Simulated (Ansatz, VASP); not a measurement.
# C: VASP beside Ansatz, part 2 of 2

One calculation is typed for both programs; each brings its own data sets. How far apart do they land? The cell is taken from a series of runs on this material, whose earlier steps may have relaxed, scaled, displaced or heated it; both programs get it as it stands.

VASP 6.6.1 and Ansatz 0.2.0.

So far: Starting point; VASP: relaxation of cell and atoms, r2SCAN.

## (3) Ansatz: relaxation of cell and atoms, r2SCAN

Level of this step: Ansatz beside VASP: Kohn-Sham DFT, plane waves, r2SCAN (Ansatz).

Ansatz runs on its PAW soft_1 files.

The same cell, functional, mesh and smearing now go to Ansatz.

input.yaml

```yaml
crystal:
  lattice:
    - [2.52, 0.0, 0.0]
    - [-1.26, 2.18238402, 0.0]
    - [0.0, 0.0, 16.46057107]
  atoms:
    - { symbol: C, position: [0.33333333, 0.66666667, 0.703125] }
    - { symbol: C, position: [0.33333333, 0.66666667, 0.796875] }
    - { symbol: C, position: [0.66666667, 0.33333333, 0.828125] }
    - { symbol: C, position: [0.66666667, 0.33333333, 0.921875] }
    - { symbol: C, position: [0.0, 0.0, 0.953125] }
    - { symbol: C, position: [0.0, 0.0, 0.046875] }
    - { symbol: C, position: [0.33333333, 0.66666667, 0.078125] }
    - { symbol: C, position: [0.33333333, 0.66666667, 0.171875] }
    - { symbol: C, position: [0.66666667, 0.33333333, 0.203125] }
    - { symbol: C, position: [0.66666667, 0.33333333, 0.296875] }
    - { symbol: C, position: [0.33333333, 0.66666667, 0.328125] }
    - { symbol: C, position: [0.33333333, 0.66666667, 0.421875] }
    - { symbol: C, position: [0.0, 0.0, 0.453125] }
    - { symbol: C, position: [0.0, 0.0, 0.546875] }
    - { symbol: C, position: [0.66666667, 0.33333333, 0.578125] }
    - { symbol: C, position: [0.66666667, 0.33333333, 0.671875] }
kpoints:
  mp_grid: { grid: [15, 15, 2] }
scf:
  occupations: { method: fermi_dirac, width: 0.02 }
hamiltonian:
  xc: r2scan
  pseudopotentials: { kind: paw, azcp: { folder: soft_1 } }
basis:
  ecutwfc: 600
output:
  forces: true
  stress: true
relax:
  f_tol: 0.005
  max_steps: 70
  cell: { stress_tol: 0.02, p_target: 0 }
```

On the command line:

```
$ ansatz run input.yaml --threads 4 --pin off --max-ram 10240MiB --backend cpu --events-out ev --progress --plain --runs-dir out
```

Numbers of over 12 decimals in the logs are rounded to 6 here.

Output:

```text
Engine: ansatz 0.2.0, aarch64-unknown-linux-gnu
Pseudopotentials: kind: paw
Pseudopotential: C, paw, valence charge 4, recommended cutoff 500 eV (meta_gga), soft_1/C.paw.azcp
Functional definition: r2SCAN
  parameter k0 = 0.174
  parameter k1 = 0.065
  parameter a1 = 4.9479
  exchange = r2scan_x(k0 = k0, k1 = k1, a1 = a1)
  correlation = r2scan_c
Crystal: 16 atoms, lattice volume = 90.527 Å³
Basis set: ecut = 600 eV, 2921 PW (Γ), exchange–correlation on 96×96×540 points (64 copies of the dense FFT grid, shifted against one another)
Bands: 48, of which v1, the nominal top of the filled ones, is band 32 counted from 1 (31 counted from 0)
Symmetry: 24 space group operations
Space group: P63/mmc (ITA 194), of the structure as read, at distance tolerance 4.5e-5 Å
k-points: 54 of 450
Non-local potential: C, projectors of the file, l = 0: 2, l = 1: 2, l = 2: 1
PAW form: soft (Blöchl's): semilocal exchange-correlation on the pseudo side does not see the compensation charge
PAW frozen core: C, regenerated for the run's functional (the file was generated under x = pbe(κ = 0.804, μ = 0.219515), c = pbe(β = 0.066725))
PAW one-centre angular grid: C, 302 points (default); XC on 219 of its mesh's 2255 points in the sphere
Initial density: superposition of atomic densities (chi_scale 0.1, normalization cell)
Initial wavefunctions: pseudopotential atomic-orbital guess
Functional: x = r2scan, c = r2scan; τ floored in thin density (d = 2e-4 eV/Å³)
SCF iter   1: F=—  HF=-4026.592757 eV  |F-HF|=—  |Δ(HF+E_count)|=         —  Δρ=1.36e-1  dr2=1.15e1  dr2_τ=3.77e0  ethr=3.10e-3  ⟨swp⟩=6.2  Hψ=11324  notcnv=0  defer=134
preconditioner: auto → none  [insulator: Δε(μ)=5.038 eV  Ē_g=18.196 eV  σ=0.020 eV  W_gap=1.00  n_scr=12 (ndim 8)  ℏωp=31.2 eV  f_vac=0.000  D(μ)=0.00/eV (n_scr^D=0)  ε∞_Penn≈3.9]
SCF iter   2: F=—  HF=-4024.772380 eV  |F-HF|=—  |Δ(HF+E_count)|=    1.82e0  Δρ=5.86e-2  dr2=1.86e0  dr2_τ=5.08e-2  ethr=3.10e-3  ⟨swp⟩=2.3  Hψ=5135  notcnv=0  defer=534
SCF iter   3: F=—  HF=-4024.764127 eV  |F-HF|=—  |Δ(HF+E_count)|=   8.25e-3  Δρ=5.98e-3  dr2=1.41e-2  dr2_τ=1.47e-3  ethr=2.91e-3  ⟨swp⟩=3.0  Hψ=4116  notcnv=0  defer=156
automatic band count: iteration 3 solves 41 bands in place of 48: the levels show a gap, and the empty bands left out lie too high to hold charge; the band table lists the bands solved (type scf.n_extra_bands for more)
SCF iter   4: F=—  HF=-4024.774679 eV  |F-HF|=—  |Δ(HF+E_count)|=   1.06e-2  Δρ=2.46e-3  dr2=2.64e-2  dr2_τ=4.86e-4  ethr=2.21e-5  ⟨swp⟩=4.0  Hψ=4768  notcnv=0  defer=156
SCF iter   5: F=—  HF=-4024.768515 eV  |F-HF|=—  |Δ(HF+E_count)|=   6.16e-3  Δρ=4.65e-4  dr2=2.50e-4  dr2_τ=1.39e-5  ethr=2.21e-5  ⟨swp⟩=3.6  Hψ=4031  notcnv=0  defer=159
SCF iter   6: F=—  HF=-4024.768491 eV  |F-HF|=—  |Δ(HF+E_count)|=   2.39e-5  Δρ=1.90e-4  dr2=2.87e-5  dr2_τ=3.00e-6  ethr=3.91e-7  ⟨swp⟩=2.1  Hψ=3622  notcnv=0  defer=159
SCF iter   7: F=—  HF=-4024.768543 eV  |F-HF|=—  |Δ(HF+E_count)|=   5.18e-5  Δρ=3.59e-5  dr2=2.75e-7  dr2_τ=7.02e-8  ethr=4.49e-8  ⟨swp⟩=2.1  Hψ=3474  notcnv=0  defer=108
automatic band count: iteration 7 solves 40 bands in place of 41: the levels show a gap, and the empty bands left out lie too high to hold charge; the band table lists the bands solved (type scf.n_extra_bands for more)
SCF iter   8: F=-4024.768544 eV  HF=-4024.768544 eV  |F-HF|=6.16e-8  |Δ(HF+E_count)|=   4.82e-7  Δρ=1.53e-5  dr2=4.57e-8  dr2_τ=9.07e-9  ethr=1.56e-10  ⟨swp⟩=4.9  Hψ=8053  notcnv=0
SCF 1 converged in 8 iterations: F = -4024.768544 eV  dr2 = 4.57e-8
  greatest PAW one-centre occupation: 0.660 electrons in one spin orbital (limit 2), on the C atom at site 9 (counted from 0), in its partial waves of l = 0
relax step   1: F+E_penalty+E_count = -4024.76854379 eV  Δ(F+E_penalty+E_count) = +0.000e0 eV  max|allowed force component| = 3.439e-1 eV/Å  Δτ_max = 0.0000 Å  P = -1.120 GPa  Ω = 90.527 Å³  (8 SCF iters, dr2 threshold 1.00e-7 eV, accepted)
[...]
relax step   3: F+E_penalty+E_count = -4024.78817997 eV  Δ(F+E_penalty+E_count) = -3.874e-3 eV  max|allowed force component| = 1.749e-1 eV/Å  Δτ_max = 0.0029 Å  P = -0.205 GPa  Ω = 90.331 Å³  energy of the carried Pulay correction = +1.219e-4 eV  (5 SCF iters, dr2 threshold 1.60e-6 eV, accepted)
[...]
relax step   4: F+E_penalty+E_count = -4024.78927106 eV  Δ(F+E_penalty+E_count) = -1.091e-3 eV  max|allowed force component| = 1.009e-3 eV/Å  Δτ_max = 0.0029 Å  P = -0.009 GPa  Ω = 90.295 Å³  energy of the carried Pulay correction = +1.448e-4 eV  (5 SCF iters, dr2 threshold 1.60e-6 eV, accepted)
[...]
relax step   5: F+E_penalty+E_count = -4024.78911976 eV  Δ(F+E_penalty+E_count) = +1.513e-4 eV  max|allowed force component| = 9.355e-4 eV/Å  Δτ_max = 0.0000 Å  P = -0.009 GPa  Ω = 90.295 Å³  stress off target by 1.18e-2 GPa  SCF on the basis re-selected at this cell (its energy is not comparable with the rows above)  (6 SCF iters)
basis re-selected at this cell: Δ(F+E_penalty+E_count) = +1.513e-4 eV, ΔP = +0.000 GPa vs the last step (what re-selecting the basis moved, of the pressure what is left beyond the Pulay correction that the steps carried, after the strain that the cell walked since its last selection, with what the two solves' SCF thresholds leave and, on support functions, any second-order correction that the steps lacked; it is no m [...]
SCF converged after 6 iterations
Free energy (F): -4024.789120 eV
Harris-Foulkes:  -4024.789120 eV  (|F-HF|=6.37e-12)
Internal energy: -4024.789120 eV  (E = F + TS)
E sigma→0 (E₀):  -4024.789120 eV
Fermi energy:    15.788695 eV
--- Per-component energies (eV) ---
  E_band       = 247.545304
  E_kinetic    = 1440.095236
  E_local      = -874.679904  (includes V_loc(G=0)·N_el)
  E_nonlocal   = 360.959961
  E_hartree    = 211.647132
  E_xc         = -751.827768
  E_vxc        = -1033.652375  (∫ρ·V_xc dr)
  E_paw        = -1623.426482  (= ΣΔE_a)
  E_vpaw       = -122.778135  (= ΣTr[D̂ρ^β])
  E_aug_tail   = 0.000066  (compensation charges beyond the density's cutoff)
  E_vtau       = 54.306189  (kinetic-family band-sum trace: ∫τ·v_τ [+ j·A + Jᵃ·Aᵃ] dr)
  E_ewald      = -2787.160979
  E_core_change = -0.396382  (= ΣΔE_core)
  E_smearing   = -0.000000  (= −TS)
  E_closure    = -0.000000  (closes the sum)
  Σ components = -4024.789120   (vs F -4024.789120, Δ=0.00e0)
--- Forces (eV/Å), atoms counted from 1 ---
  atom   1  C      0.00000000    -0.00000000     0.00006727
  atom   2  C     -0.00000000    -0.00000000    -0.00006727
  atom   3  C      0.00000000     0.00000000    -0.00090689
  atom   4  C      0.00000000    -0.00000000     0.00071411
  atom   5  C     -0.00000000     0.00000000    -0.00093550
  atom   6  C      0.00000000    -0.00000000     0.00093550
  atom   7  C     -0.00000000     0.00000000    -0.00071411
  atom   8  C     -0.00000000    -0.00000000     0.00090689
  atom   9  C      0.00000000     0.00000000     0.00006727
  atom  10  C     -0.00000000     0.00000000    -0.00006727
  atom  11  C      0.00000000    -0.00000000    -0.00090689
  atom  12  C     -0.00000000     0.00000000     0.00071411
  atom  13  C     -0.00000000    -0.00000000    -0.00093550
  atom  14  C     -0.00000000     0.00000000     0.00093550
  atom  15  C      0.00000000    -0.00000000    -0.00071411
  atom  16  C     -0.00000000     0.00000000     0.00090689
  max |Σ_I F_I| component: 7.40e-17 eV/Å
--- Stress (GPa, compression-positive) ---
       -0.011811       0.000000       0.000000
       -0.000000      -0.011811       0.000000
        0.000000       0.000000      -0.003303
  P = ⅓ Tr σ = -0.0090 GPa (-0.090 kbar)
--- Relaxed structure (4 steps of the walk, 4 accepted, 1 SCFs on fresh bases) ---
  F+E_penalty+E_count = -4024.78911976 eV   max|allowed force component| = 9.355e-4 eV/Å   (the final SCF, on the basis selected at the relaxed cell)
  cell:  # Å, volume = 90.2946 Å³
    - [2.513570, 0, 0]
    - [-1.256785, 2.176815, 0]
    - [0, 0, 16.502479]
  atoms:
    - { symbol: C, position: [0.333333, 0.666667, 0.702565] }
    - { symbol: C, position: [0.333333, 0.666667, 0.797435] }
    - { symbol: C, position: [0.666667, 0.333333, 0.828796] }
    - { symbol: C, position: [0.666667, 0.333333, 0.922134] }
    - { symbol: C, position: [0, 0, 0.953300] }
    - { symbol: C, position: [0, 0, 0.046700] }
    - { symbol: C, position: [0.333333, 0.666667, 0.077866] }
    - { symbol: C, position: [0.333333, 0.666667, 0.171204] }
    - { symbol: C, position: [0.666667, 0.333333, 0.202565] }
    - { symbol: C, position: [0.666667, 0.333333, 0.297435] }
    - { symbol: C, position: [0.333333, 0.666667, 0.328796] }
    - { symbol: C, position: [0.333333, 0.666667, 0.422134] }
    - { symbol: C, position: [0, 0, 0.453300] }
    - { symbol: C, position: [0, 0, 0.546700] }
    - { symbol: C, position: [0.666667, 0.333333, 0.577866] }
    - { symbol: C, position: [0.666667, 0.333333, 0.671204] }
```

## (4) Differences

Known differences besides the potentials themselves: VASP keeps PBE cores, Ansatz makes them for the functional; the cutoff is 600 eV in Ansatz and 660 eV in VASP; Ansatz adds a Pulay correction to the stress that steers its cell, VASP none. Total energies have different zeros and are not compared.

The two programs side by side:

```csv
quantity,Ansatz,VASP,difference
volume (Å³),90.29,90.33,-0.04 %
"edge a after relaxation, in the typed setting (Å)",2.514,2.514,-0.01 %
"edge c after relaxation, in the typed setting (Å)",16.503,16.504,-0.01 %
```

## (5) Summary of results

| Quantity | Value |
| --- | --- |
| difference in volume (relaxation of cell and atoms, r2SCAN) | -0.035 % |

What this shows: The difference in volume is -0.035 % (relaxation of cell and atoms, r2SCAN), within the 1.2 % picked in this series as the mark of a large difference, as far as the stopping tolerances let one tell. Such differences can come from data sets, numerical settings and the points named under the comparisons, not from the functional's error against experiment.

[Lines on the potential files, build, host, timing and source positions are cut from VASP's logs without a mark.]

[Logs are printed without paths, hosts, clocks, repeated set-up lines and the standing remarks that a program may print on its own settings, such as how far it seeks lower states.]

[Hosts, paths, dates, database ids (printed as entryN), source tags and the programs' standing remarks are cut or masked in the printed files.]
